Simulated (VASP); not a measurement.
All values below come from LDA (Ceperley-Alder, Perdew-Zunger), VASP's LDA PAW potentials (set 64) (plane waves; VASP).

Input for VASP

POSCAR:
```
Pd
1
    0.0000000000     1.9450000000     1.9450000000
    1.9450000000     0.0000000000     1.9450000000
    1.9450000000     1.9450000000     0.0000000000
Pd
1
Direct
  0.0000000000   0.0000000000   0.0000000000
```

**INCAR**
```
SYSTEM = Pd
PREC = Accurate; ENCUT = 520; LREAL = F
LASPH = T
EDIFF = 1E-6; NELM = 100; ALGO = Normal
LMAXMIX = 4
ISMEAR = 1; SIGMA = 0.1
IBRION = 2; NSW = 60; ISIF = 3
EDIFFG = -0.01
LWAVE = F; LCHARG = F
```

### KPOINTS
```
Automatic mesh
0
Gamma
14 14 14
0 0 0
```

POTCAR, in this order: Pd (LDA.64 set). Program: vasp_std.

Output

**OSZICAR**
```
       N       E                     dE             d eps       ncg     rms          rms(c)
DAV:   1     0.385546610006E+02    0.38555E+02   -0.53692E+03  1896   0.105E+03
DAV:   2    -0.645088154918E+01   -0.45006E+02   -0.43705E+02  2017   0.195E+02
DAV:   3    -0.682331939951E+01   -0.37244E+00   -0.37014E+00  2200   0.212E+01
DAV:   4    -0.682504633473E+01   -0.17269E-02   -0.17268E-02  2181   0.134E+00
DAV:   5    -0.682506731620E+01   -0.20981E-04   -0.20982E-04  2251   0.127E-01    0.819E+00
DAV:   6    -0.648750012173E+01    0.33757E+00   -0.16031E+00  1911   0.118E+01    0.386E+00
DAV:   7    -0.647448952679E+01    0.13011E-01   -0.55965E-03  2107   0.812E-01    0.209E+00
DAV:   8    -0.646916211993E+01    0.53274E-02   -0.14224E-03  2018   0.376E-01    0.511E-02
DAV:   9    -0.646916647393E+01   -0.43540E-05   -0.28505E-05  2583   0.532E-02    0.207E-02
DAV:  10    -0.646916844109E+01   -0.19672E-05   -0.36574E-06  2094   0.221E-02    0.279E-03
DAV:  11    -0.646916841617E+01    0.24918E-07   -0.29015E-08  1024   0.224E-03
   1 F= -.64691684E+01 E0= -.64685289E+01  d E =-.646917E+01
       N       E                     dE             d eps       ncg     rms          rms(c)
DAV:   1    -0.774427222679E+01   -0.12751E+01   -0.26151E+01  1896   0.581E+01    0.937E+00
DAV:   2    -0.645855962874E+01    0.12857E+01   -0.53734E+00  1882   0.229E+01    0.128E+00
DAV:   3    -0.643556189933E+01    0.22998E-01   -0.10685E-01  2611   0.271E+00    0.748E-01
DAV:   4    -0.643565525179E+01   -0.93352E-04   -0.99292E-03  2112   0.960E-01    0.160E-01
DAV:   5    -0.643633108553E+01   -0.67583E-03   -0.12265E-03  2574   0.208E-01    0.472E-02
DAV:   6    -0.643636132635E+01   -0.30241E-04   -0.26941E-05  2400   0.539E-02    0.843E-03
DAV:   7    -0.643636046703E+01    0.85932E-06   -0.59753E-06  1915   0.249E-02
   2 F= -.64363605E+01 E0= -.64359374E+01  d E =0.328079E-01
       N       E                     dE             d eps       ncg     rms          rms(c)
DAV:   1    -0.704246702092E+01   -0.60611E+00   -0.10855E+01  1896   0.385E+01    0.499E+00
DAV:   2    -0.648625711762E+01    0.55621E+00   -0.27899E+00  1885   0.153E+01    0.182E+00
DAV:   3    -0.648280039507E+01    0.34567E-02   -0.12113E-02  2143   0.896E-01    0.109E+00
DAV:   4    -0.648278882940E+01    0.11566E-04   -0.59035E-03  2114   0.689E-01    0.846E-02
DAV:   5    -0.648288598953E+01   -0.97160E-04   -0.12734E-04  2476   0.725E-02    0.302E-02
DAV:   6    -0.648288855498E+01   -0.25654E-05   -0.56063E-06  2167   0.228E-02    0.308E-03
DAV:   7    -0.648288854544E+01    0.95395E-08   -0.24533E-07  1004   0.469E-03
   3 F= -.64828885E+01 E0= -.64822927E+01  d E =-.137201E-01
       N       E                     dE             d eps       ncg     rms          rms(c)
DAV:   1    -0.648296936134E+01   -0.80806E-04   -0.13944E-03  1902   0.430E-01    0.614E-02
DAV:   2    -0.648289268018E+01    0.76681E-04   -0.39924E-04  1892   0.188E-01    0.159E-02
DAV:   3    -0.648289261303E+01    0.67145E-07   -0.80830E-07  1716   0.112E-02
   4 F= -.64828926E+01 E0= -.64822974E+01  d E =-.137242E-01
```

**OUTCAR**
```
------------------------ aborting loop because EDIFF is reached ----------------------------------------
  FORCE on cell =-STRESS in cart. coord.  units (eV):
  Direction    XX          YY          ZZ          XY          YZ          ZX
  --------------------------------------------------------------------------------------
  Total        0.0029113      0.0029113      0.0029113      0.0000000      0.0000000      0.0000000
  in kB        0.3292730      0.3292730      0.3292730      0.0000000      0.0000000      0.0000000
  external PRESSURE =       0.3292730 kB  Pullay stress =       0.0000000 kB
  volume of cell :       14.17
      direct lattice vectors                 reciprocal lattice vectors
     0.000000000  1.920456245  1.920456245    -0.260354799  0.260354799  0.260354799
     1.920456245  0.000000000  1.920456245     0.260354799 -0.260354799  0.260354799
     1.920456245  1.920456245  0.000000000     0.260354799  0.260354799 -0.260354799
 POSITION                                       TOTAL-FORCE (eV/Angst)
 -----------------------------------------------------------------------------------
      1.92046      1.92046      3.84091         0.000000     -0.000000     -0.000000
 -----------------------------------------------------------------------------------
    total drift:                               -0.000000     -0.000000      0.000000
  FREE ENERGIE OF THE ION-ELECTRON SYSTEM (eV)
  ---------------------------------------------------
  free  energy   TOTEN  =        -6.4828926130 eV

  energy  without entropy=       -6.4811070080  energy(sigma->0) =       -6.48229741

 reached required accuracy - stopping structural energy minimisation
```
(Selected blocks of OUTCAR.)

CONTCAR:
```
Pd
   1.00000000000000
     0.0000000000000000    1.9204562452996878    1.9204562452996878
     1.9204562452996878    0.0000000000000000    1.9204562452996878
     1.9204562452996878    1.9204562452996878    0.0000000000000000
  Pd
     1
Direct
     1.0000000000000000    1.0000000000000000    0.0000000000000000
```

**OUTCAR**
```
 val. band max:       10.2903808158   @ k =   0.3571   0.2143   0.0714

 cond. band min:      10.2914657977   @ k =  -0.4286   0.3571   0.0000


 Fermi energy:        10.2912050133

 k-point     1 :       0.0000    0.0000    0.0000
  band No.  band energies     occupation
      1       2.7443      2.00000
      2       7.2345      2.00000
      3       7.2345      2.00000
      4       7.2345      2.00000
      5       8.9944      2.00000
      6       8.9944      2.00000
      7      27.4381      0.00000
      8      32.3928      0.00000
      9      32.3928      0.00000

 k-point     2 :       0.0714    0.0000    0.0000
  band No.  band energies     occupation
      1       2.9360      2.00000
      2       7.1641      2.00000
      3       7.3027      2.00000
      4       7.3027      2.00000
      5       8.9612      2.00000
      6       8.9612      2.00000
      7      27.6574      0.00000
      8      31.2488      0.00000
      9      32.6291      0.00000

 k-point     3 :       0.1429    0.0000    0.0000
  band No.  band energies     occupation
      1       3.4717      2.00000
      2       7.0150      2.00000
      3       7.4610      2.00000
      4       7.4610      2.00000
      5       8.9139      2.00000
      6       8.9139      2.00000
      7      28.0118      0.00000
      8      29.2299      0.00000
      9      33.2800      0.00000

 k-point     4 :       0.2143    0.0000    0.0000
  band No.  band energies     occupation
      1       4.1798      2.00000
      2       7.0068      2.00000
      3       7.5649      2.00000
      4       7.5649      2.00000
      5       9.0059      2.00000
      6       9.0059      2.00000
      7      26.3641      0.00000
      8      28.7387      0.00000
      9      34.1104      0.00000

 k-point     5 :       0.2857    0.0000    0.0000
  band No.  band energies     occupation
      1       4.6581      2.00000
      2       7.5037      2.00000
      3       7.5037      2.00000
...
```

Energy and stress use the plane-wave basis of the starting cell.

The compound is Pd in the fcc structure. This run relaxes it. Symmetry was kept, so distortions that lower it aren't found.
